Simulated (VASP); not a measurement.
An input for Ansatz (written as the equivalent of a VASP run, and not itself run):

Ansatz 0.2 input:
```yaml
crystal:
  lattice:
    - [3.2059997, 0.0000000, 0.0000000]
    - [0.0000000, 3.2059997, 0.0000000]
    - [0.0000000, 0.0000000, 3.2059997]
  atoms:
    - { symbol: Y, position: [0.0000000, 0.0000000, 0.0000000] }
kpoints:
  mp_grid: { grid: [10, 10, 10] }
hamiltonian:
  xc: pbesol
  pseudopotentials: { kind: paw }
scf:
  occupations: { method: methfessel_paxton, width: 0.1 }
  max_iter: 100
relax:
  max_steps: 60
  f_tol: 0.01
  cell: {}
output: { forces: true, stress: true, eigenvalues: true }
```

Question: Write the VASP files for the same calculation (PBEsol).

Answer: This is not unique; one that fits is 
**INCAR**
```
ALGO=Normal
EDIFF=1E-6
EDIFFG=-0.01
ENCUT=400
GGA=PS
IBRION=2
ISIF=3
ISMEAR=1
LASPH=.TRUE.
LCHARG=.FALSE.
LMAXMIX=4
LREAL=.FALSE.
LWAVE=.FALSE.
NELM=100
NSW=60
PREC=Accurate
SIGMA=0.1
SYSTEM=Y
```

KPOINTS:
```
K-points
0
Gamma
10 10 10
0 0 0
```

**POSCAR**
```
Y
1
    3.2059996746    -0.0000000000    -0.0000000000
   -0.0000000000     3.2059996746    -0.0000000000
    0.0000000000    -0.0000000000     3.2059996746
Y
1
Direct
  0.0000000000   0.0000000000   0.0000000000
```

POTCAR, in this order: Y_sv (PBE.64 set). Program: vasp_std.

Limits of the translation: each code has its own PAW files, so the cut-off isn't converted (ENCUT is set for VASP's; basis.ecutwfc is left out, and Ansatz then takes the one that its files recommend); Ansatz stops its SCF on the density residual and VASP on the energy change (EDIFF).

The structure was generated: Y was put into the simple-cubic type (Pm-3m), which need not be its known phase. It was relaxed first, which changed the volume by -11 %. The start is the result of an earlier pass.
